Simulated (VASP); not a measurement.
Input:

```xyz
3
Lattice="1.8917 -3.2766 0.0000 1.8917 3.2766 0.0000 0.0000 0.0000 4.9728" Properties=species:S:1:pos:R:3 pbc="T T T"
Pt     0.0000     0.0000     0.0000
Se     1.8917     1.0922     1.2947
Se     1.8917    -1.0922     3.6781
```

The numbers are results of rev-vdW-DF2, VASP's PBE PAW potentials (set 64) (plane waves; VASP 6.6.1), not measurements. Settings: 520 eV cut-off, 10×10×7 Γ-centred mesh, tetrahedra with Blöchl corrections, potentials Pt Se.

The cores are frozen, which limits the accuracy of field gradients.

Question: Give the principal components of the electric field gradient (V/Å²) and the asymmetry η at each nucleus.

Answer: 
| atom | Vxx | Vyy | Vzz | η |
|---|---|---|---|---|
| Pt1 | -61.3 | -61.3 | 122.6 | 0.00 |
| Se2 | 19.7 | 19.6 | -39.3 | 0.00 |
| Se3 | 19.7 | 19.6 | -39.3 | 0.00 |

The compound is PtSe2 in the 1T layered structure. It was relaxed first.
